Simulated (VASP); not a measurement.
Wanted: the native input for a VASP 6.6.1 run.

```
Task                   : single point
Functional             : r2SCAN
Potentials or basis    : VASP PAW PBE potentials, release 64 (O, Ni, Fe)
Cutoff                 : 520 eV
k mesh                 : 5 × 5 × 5
Occupations            : fermi-dirac, width 0.1 eV
Spin                   : collinear spin, twin_end start
Starting moments       : [0.1, 0.1, 0.1, 0.13, 0.13, 3.54, 3.45] μB
Dipole correction      : no
Further INCAR settings : ALGO = Normal; EDIFF = 1e-06
```

Fe2Ni2O3:

```
O Ni Fe
1.0
     2.24883    3.89508    0.00000
    -2.24883    3.89508    0.00000
     0.00000   -2.59672    3.71996
O Ni Fe
3 2 2
Cartesian
  0.0000 -1.2984 1.8600
  1.1244 0.6492 1.8600
  -1.1244 0.6492 1.8600
  0.0000 0.0000 2.6237
  0.0000 5.1934 1.0963
  0.0000 0.0000 0.0000
  0.0000 2.5967 1.8600
```

The cell was built by a generator and needn't be a form met in nature.

One way to write it, as run:

POSCAR

```
Fe2Ni2O3
1.0
    2.2488250500      3.8950793000      0.0000000000
   -2.2488250500      3.8950793000      0.0000000000
    0.0000000000     -2.5967168900      3.7199624500
O Ni Fe
3 2 2
Direct
    0.0000000000      0.0000000000      0.5000000000
    0.5000000000      0.0000000000      0.5000000000
    0.0000000000      0.5000000000      0.5000000000
    0.2351000000      0.2351000000      0.7053000000
    0.7649000000      0.7649000000      0.2947000000
    0.0000000000      0.0000000000      0.0000000000
    0.5000000000      0.5000000000      0.5000000000
```

INCAR.step1

```
SYSTEM = Fe2Ni2O3
ALGO = Normal
EDIFF = 1E-4
ENCUT = 520
GGA = PE
ISMEAR = -5
ISPIN = 2
LASPH = .True.
LCHARG = .False.
LMAXMIX = 4
LREAL = .False.
LWAVE = .True.
MAGMOM = 0.1 0.1 0.1 0.13 0.13 3.54 3.45
NELM = 150
PREC = Accurate
SIGMA = 0.1
```

INCAR.step2

```
SYSTEM = Fe2Ni2O3
ALGO = Normal
EDIFF = 1E-6
ENCUT = 520
ISIF = 2
ISMEAR = -1
ISPIN = 2
ISTART = 1
LASPH = .True.
LCHARG = .False.
LMAXMIX = 4
LMIXTAU = .True.
LORBIT = 11
LREAL = .False.
LWAVE = .False.
MAGMOM = 0.1 0.1 0.1 0.13 0.13 3.54 3.45
METAGGA = R2SCAN
NELM = 150
PREC = Accurate
SIGMA = 0.1
```

KPOINTS

```
k-points
0
Gamma
  5 5 5
  0 0 0
```

Potentials or basis: VASP PAW PBE potentials, release 64 (O, Ni, Fe).

Command:

```sh
$ cat potpaw_PBE.64/O/POTCAR potpaw_PBE.64/Ni/POTCAR potpaw_PBE.64/Fe/POTCAR > POTCAR
$ cp INCAR.step1 INCAR
$ mpirun -np 1 vasp_std > vasp.out
$ cp INCAR.step2 INCAR
$ mpirun -np 1 vasp_std > vasp.out
```

Results of the run:

- Pressure: 117.8 GPa
- Largest force: 22.136 eV/Å
- Band gap on the k mesh: none (metal or under the smearing width)
- Net moment: 6.93 μB per cell
- Site moments: O +0.10; Ni +0.10; Fe +3.32, +3.24 μB
- Valence electrons inside the program's atomic spheres: O 5.31; Ni 11.20; Fe 6.76, 6.78

Caveat: a pressure of tens of GPa on the cell as given is suspect, and the run, the potentials or the cell itself is likely at fault; the PAW data sets were made with another functional, which shifts forces and pressure a little; semilocal functionals often make such compounds metallic where correlation or magnetic order opens a gap, which also shifts bond lengths.

Wall time 6.9 min on 1 thread of AMD EPYC 9R45 96-Core Processor (Zen 5), on a shared host, peak memory 0.27 GiB.
